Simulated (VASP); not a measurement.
# Mg5CdO6 (P4/mmm) in VASP: further runs

The runs below take Mg5CdO6 through relaxation of cell and atoms, single point, with PBEsol, HSE06.

All numbers are computed with VASP 6.6.1; they aren't measurements. Logs are shortened: lines on timing, memory, paths and dates and some standing lists are left out, and cuts for length are marked.

## (1) The crystal as given

Symmetry: P4/mmm, No. 123, tetragonal system. Conventional cell: a = 3.035 Å, b = 3.035 Å, c = 12.760 Å, α = 90.00°, β = 90.00°, γ = 90.00°. Cd (site symmetry 4/mmm) has 6 O at 2.15 to 2.22 Å as nearest neighbours. Mg (site symmetry 4mm) is surrounded by 6 O at 2.08 to 2.22 Å. Around Mg (site symmetry 4mm) lie 6 O at 2.08 to 2.15 Å. Mg (site symmetry 4/mmm) is surrounded by 6 O at 2.08 to 2.15 Å. O (site symmetry 4/mmm) has 4 Cd at 2.15 Å and 2 Mg at 2.22 Å as nearest neighbours. O (site symmetry 4mm) has 5 Mg at 2.08 to 2.15 Å and 1 Cd at 2.22 Å as nearest neighbours. Around O (site symmetry 4mm) lie 6 Mg at 2.08 to 2.15 Å. O (site symmetry 4/mmm) is surrounded by 6 Mg at 2.08 to 2.15 Å.

The cell comes from a database or a generator and needn't be the stable form of this composition.

## (2) Relaxation of cell and atoms, PBEsol

INCAR

```
PREC     = Accurate       # precision mode
ENCUT    = 600            # plane-wave cutoff, eV
EDIFF    = 1E-7           # SCF threshold, eV
ISMEAR   = -1             # smearing method
SIGMA    = 0.05           # smearing width, eV
LREAL    = F              # projectors in reciprocal space
LASPH    = T              # aspherical terms in the spheres
NELM     = 60             # most SCF steps
ALGO     = Normal         # electronic algorithm
ISIF     = 3              # what is computed and relaxed
LWAVE    = F              # write WAVECAR
LCHARG   = F              # write CHGCAR
GGA      = PS             # functional
IBRION   = 2              # ionic algorithm
NSW      = 60             # ionic steps
EDIFFG   = -0.01          # ionic threshold
KPAR     = 8
```

KPOINTS

```
regular mesh
0
Gamma
  8 8 2
```

POSCAR

```
Mg5CdO6
1.0
    3.0346666026      0.0000000000      0.0000000000
    0.0000000000      3.0346666026      0.0000000000
    0.0000000000      0.0000000000     12.7600000000
Cd Mg O
1 5 6
Direct
    0.0000000000      0.0000000000      0.0000000000
    0.5000000000      0.5000000000      0.1739811900
    0.0000000000      0.0000000000      0.3369906000
    0.5000000000      0.5000000000      0.5000000000
    0.0000000000      0.0000000000      0.6630094000
    0.5000000000      0.5000000000      0.8260188100
    0.5000000000      0.5000000000      0.0000000000
    0.0000000000      0.0000000000      0.1739811900
    0.5000000000      0.5000000000      0.3369906000
    0.0000000000      0.0000000000      0.5000000000
    0.5000000000      0.5000000000      0.6630094000
    0.0000000000      0.0000000000      0.8260188100
```

Potentials or basis: VASP PAW PBE potentials, release 64 (Cd, Mg, O).

Command:

```
$ cat potpaw_PBE.64/Cd/POTCAR potpaw_PBE.64/Mg/POTCAR potpaw_PBE.64/O/POTCAR > POTCAR
$ mpirun -np 8 vasp_std > vasp.out
```

OUTCAR:

```text
PREC = Accurate
   ENCUT = 600
   EDIFF = 1E-7
   ISMEAR = -1
   LREAL = F
   LASPH = T
   NELM = 60
   ISIF = 3
   GGA = PS
   IBRION = 2
   NSW = 60
   EDIFFG = -0.01

 ion  position               nearest neighbor table
   1  0.000  0.000  0.000-   7 2.15   7 2.15   7 2.15   7 2.15  12 2.22   8 2.22   6 3.09   6 3.09
                             2 3.09   6 3.09   2 3.09   2 3.09   6 3.09   2 3.09
   2  0.500  0.500  0.174-   9 2.08   8 2.15   8 2.15   8 2.15   8 2.15   7 2.22   3 2.99   3 2.99
                             3 2.99   3 2.99   1 3.09   1 3.09   1 3.09   1 3.09
   3  0.000  0.000  0.337-  10 2.08   8 2.08   9 2.15   9 2.15   9 2.15   9 2.15   4 2.99   4 2.99
                             4 2.99   4 2.99   2 2.99   2 2.99   2 2.99   2 2.99
   4  0.500  0.500  0.500-   9 2.08  11 2.08  10 2.15  10 2.15  10 2.15  10 2.15   5 2.99   5 2.99
                             3 2.99   5 2.99   3 2.99   3 2.99   5 2.99   3 2.99
   5  0.000  0.000  0.663-  10 2.08  12 2.08  11 2.15  11 2.15  11 2.15  11 2.15   4 2.99   4 2.99
                             4 2.99   4 2.99   6 2.99   6 2.99   6 2.99   6 2.99
   6  0.500  0.500  0.826-  11 2.08  12 2.15  12 2.15  12 2.15  12 2.15   7 2.22   5 2.99   5 2.99
                             5 2.99   5 2.99   1 3.09   1 3.09   1 3.09   1 3.09
   7  0.500  0.500  0.000-   1 2.15   1 2.15   1 2.15   1 2.15   6 2.22   2 2.22
   8  0.000  0.000  0.174-   3 2.08   2 2.15   2 2.15   2 2.15   2 2.15   1 2.22
   9  0.500  0.500  0.337-   4 2.08   2 2.08   3 2.15   3 2.15   3 2.15   3 2.15
  10  0.000  0.000  0.500-   3 2.08   5 2.08   4 2.15   4 2.15   4 2.15   4 2.15
  11  0.500  0.500  0.663-   4 2.08   6 2.08   5 2.15   5 2.15   5 2.15   5 2.15
  12  0.000  0.000  0.826-   5 2.08   6 2.15   6 2.15   6 2.15   6 2.15   1 2.22

  LATTYP: Found a simple tetragonal cell.
 ALAT       =     3.0346666026
 C/A-ratio  =     4.2047452557

  Lattice vectors:

 A1 = (   3.0346666026,   0.0000000000,   0.0000000000)
 A2 = (   0.0000000000,   3.0346666026,   0.0000000000)
 A3 = (   0.0000000000,   0.0000000000,  12.7600000000)

Analysis of symmetry for initial positions (statically):
=====================================================================
 Subroutine PRICEL returns:
 Original cell was already a primitive cell.

 Routine SETGRP: Setting up the symmetry group for a
 simple tetragonal supercell.

 Subroutine GETGRP returns: Found 16 space group operations
 (whereof 16 operations were pure point group operations)
 out of a pool of 16 trial point group operations.

The static configuration has the point symmetry D_4h.

Analysis of symmetry for dynamics (positions and initial velocities):
=====================================================================
 Subroutine PRICEL returns:
 Original cell was already a primitive cell.

 Routine SETGRP: Setting up the symmetry group for a
 simple tetragonal supercell.

[... 154 lines left out ...]
   LRPA    =     F    only Hartree local field effects (RPA)
 conjugate gradient relaxation of ions
 non-spin polarized calculation
  energy-cutoff  :      600.00
  volume of cell :      117.51
 maximum number of plane-waves:      3960
   NGX = 13   NGY = 13   NGZ = 51

--------------------------------------- Ionic step        1  -------------------------------------------

 number of electron      58.0000018 magnetization

 Free energy of the ion-electron system (eV)
  ---------------------------------------------------
  ext. energy  EPLUGINS =         0.00000000
  ---------------------------------------------------
  free energy    TOTEN  =       -70.04333149 eV

  energy without entropy =      -70.04333148  energy(sigma->0) =      -70.04333148

------------------------ aborting loop because EDIFF is reached ----------------------------------------

  FORCE on cell =-STRESS in cart. coord.  units (eV):
  Direction    XX          YY          ZZ          XY          YZ          ZX
  --------------------------------------------------------------------------------------
  -------------------------------------------------------------------------------------
  Total        4.4741361      4.4741361      4.9348355      0.0000000      0.0000000      0.0000000
  in kB       61.0024297     61.0024297     67.2838164      0.0000000      0.0000000      0.0000000
  external PRESSURE =      63.0962252 kB  Pullay stress =       0.0000000 kB
[... 119 lines left out ...]
  FREE ENERGIE OF THE ION-ELECTRON SYSTEM (eV)
  ---------------------------------------------------
  free  energy   TOTEN  =       -70.1898090390 eV

  energy  without entropy=      -70.1898090336  energy(sigma->0) =      -70.18980904

[... ionic steps 4 to 8 ...]

--------------------------------------- Ionic step        9  -------------------------------------------

 number of electron      58.0000021 magnetization

------------------------ aborting loop because EDIFF is reached ----------------------------------------
[... 87 lines left out ...]
--------------------------------------- Ionic step       11  -------------------------------------------

 number of electron      58.0000020 magnetization

 Free energy of the ion-electron system (eV)
  ---------------------------------------------------
  ext. energy  EPLUGINS =         0.00000000
  ---------------------------------------------------
  free energy    TOTEN  =       -70.23284910 eV

  energy without entropy =      -70.23284907  energy(sigma->0) =      -70.23284909

 E-fermi :   4.7949     XC(G=0): -11.3338

 val. band max:        4.0439995548   @ k =   0.5000   0.0000   0.5000
 cond. band min:       5.4771761352   @ k =   0.0000   0.0000   0.0000
 fundamental gap:      1.4331765804
 Fermi energy:         4.7948840782

 k-point     1 :       0.0000    0.0000    0.0000
  band No.  band energies     occupation
      1     -14.6695      2.00000
      2     -14.2308      2.00000
      3     -14.0144      2.00000
      4     -13.6106      2.00000
      5     -13.2121      2.00000
      6     -12.9218      2.00000
[... 925 lines left out ...]
     35      11.5540      0.00000
     36      12.7572      0.00000

 [... further k-points ...]

------------------------ aborting loop because EDIFF is reached ----------------------------------------

  FORCE on cell =-STRESS in cart. coord.  units (eV):
  Direction    XX          YY          ZZ          XY          YZ          ZX
  --------------------------------------------------------------------------------------
  -------------------------------------------------------------------------------------
  Total        0.0012498      0.0012498      0.0280262      0.0000000     -0.0000000      0.0000000
  in kB        0.0164330      0.0164330      0.3684926      0.0000000     -0.0000000      0.0000000
  external PRESSURE =       0.1337862 kB  Pullay stress =       0.0000000 kB
[... 27 lines left out ...]
  FREE ENERGIE OF THE ION-ELECTRON SYSTEM (eV)
  ---------------------------------------------------
  free  energy   TOTEN  =       -70.2328491019 eV

  energy  without entropy=      -70.2328490730  energy(sigma->0) =      -70.23284909

 reached required accuracy - stopping structural energy minimisation
```

OSZICAR:

```text
N       E                     dE             d eps       ncg     rms          rms(c)
DAV:   1     0.426171037644E+03    0.42617E+03   -0.32675E+04  2160   0.171E+03
DAV:   2    -0.472745465762E+02   -0.47345E+03   -0.46034E+03  2552   0.368E+02
DAV:   3    -0.784937389426E+02   -0.31219E+02   -0.31107E+02  2620   0.102E+02
DAV:   4    -0.787886308216E+02   -0.29489E+00   -0.29449E+00  2616   0.110E+01
[... 121 lines left out ...]
DAV:   1    -0.702328632551E+02   -0.20542E-04   -0.22110E-03  2176   0.300E-01    0.281E-02
DAV:   2    -0.702328541580E+02    0.90971E-05   -0.47091E-05  2672   0.468E-02    0.141E-02
DAV:   3    -0.702328499859E+02    0.41720E-05   -0.46218E-06  2696   0.192E-02    0.656E-03
DAV:   4    -0.702328491588E+02    0.82719E-06   -0.22166E-06  2824   0.117E-02    0.192E-03
DAV:   5    -0.702328491019E+02    0.56864E-07   -0.30069E-07  2104   0.399E-03
  11 F= -.70232849E+02 E0= -.70232849E+02  d E =-.320524E-03
```

It took 2.6 min on 8 MPI ranks of AMD EPYC 9R45 (Zen 5), shared host; peak memory 0.35 GiB.

What came out:

```yaml
Free_energy: -70.2328 eV
Relaxed_volume: 10.15 Å³/atom
Relaxed_cell: a = 3.067 Å, b = 3.067 Å, c = 12.957 Å, α = 90.00°, β = 90.00°, γ = 90.00°
Space_group_after_relaxing_to_0.05_Å: P4/mmm (No. 123)
Energy_gained_by_relaxing: 15.8 meV/atom
Ionic_steps: 11
Pressure_after_relaxing: 0.0 GPa
Largest_force_after_relaxing: 0.009 eV/Å
Band_gap_on_the_k_mesh: 1.43 eV, indirect (least direct gap 2.90 eV)
```

Forces on the atoms (eV/Å):
```
Cd   0.000  0.000  0.000
Mg   0.000  0.000  0.006
Mg   0.000  0.000 -0.002
Mg   0.000  0.000  0.000
Mg   0.000  0.000  0.002
Mg   0.000  0.000 -0.006
O    0.000  0.000  0.000
O    0.000  0.000  0.005
O    0.000  0.000 -0.009
O    0.000  0.000  0.000
O    0.000  0.000  0.009
O    0.000  0.000 -0.005
```

Step by step:
```csv
step,energy change (eV),largest force (eV/Å),pressure (GPa),volume (Å³)
1,0.0000,1.2755,6.31,117.51
2,-0.1244,0.4578,-3.01,124.19
3,-0.1465,0.2668,-0.62,122.24
4,-0.1619,0.2199,-0.23,121.92
5,-0.1699,0.3497,0.39,121.44
6,-0.1811,0.2094,0.24,121.59
7,-0.1871,0.1244,0.06,121.81
8,-0.1892,0.0423,-0.08,121.94
9,-0.1892,0.0381,-0.08,121.93
10,-0.1895,0.0129,0.02,121.84
11,-0.1895,0.0088,0.01,121.86
```

Final structure:
```
CELL_PARAMETERS angstrom
3.06666 0.00000 0.00000
0.00000 3.06666 0.00000
0.00000 0.00000 12.95735
ATOMIC_POSITIONS crystal
Cd 0.00000 0.00000 0.00000
Mg 0.50000 0.50000 0.17872
Mg 0.00000 0.00000 0.34078
Mg 0.50000 0.50000 0.50000
Mg 0.00000 0.00000 0.65922
Mg 0.50000 0.50000 0.82128
O 0.50000 0.50000 0.00000
O 0.00000 0.00000 0.18194
O 0.50000 0.50000 0.34010
O 0.00000 0.00000 0.50000
O 0.50000 0.50000 0.65990
O 0.00000 0.00000 0.81806
```

Levels at points of the mesh, in eV from the valence-band top:
| k point | band 26 | band 27 | band 28 | band 29 | band 30 | band 31 | band 32 | band 33 |
| --- | --- | --- | --- | --- | --- | --- | --- | --- |
| (0.00, 0.00, 0.00) | -1.76 | -1.64 | -1.47 | -1.47 | 1.43 | 3.89 | 4.23 | 6.08 |
| (0.50, 0.00, 0.00) | -2.03 | -2.03 | -1.39 | 0.00 | 4.90 | 5.34 | 6.04 | 6.42 |
| (0.50, 0.50, 0.00) | -2.85 | -2.71 | -2.71 | -2.61 | 5.07 | 7.26 | 7.95 | 7.95 |
| (0.00, 0.00, 0.50) | -1.75 | -1.75 | -1.47 | -1.47 | 1.65 | 3.24 | 5.21 | 5.47 |
| (0.50, 0.00, 0.50) | -2.03 | -2.03 | -1.31 | 0.00 | 4.87 | 5.26 | 6.26 | 6.59 |
| (0.50, 0.50, 0.50) | -2.89 | -2.73 | -2.73 | -2.55 | 5.08 | 7.41 | 7.83 | 7.83 |

Caveat: the PAW data sets were made with another functional, which shifts forces and pressure a little.

(Part 1 of 2 ends here.)
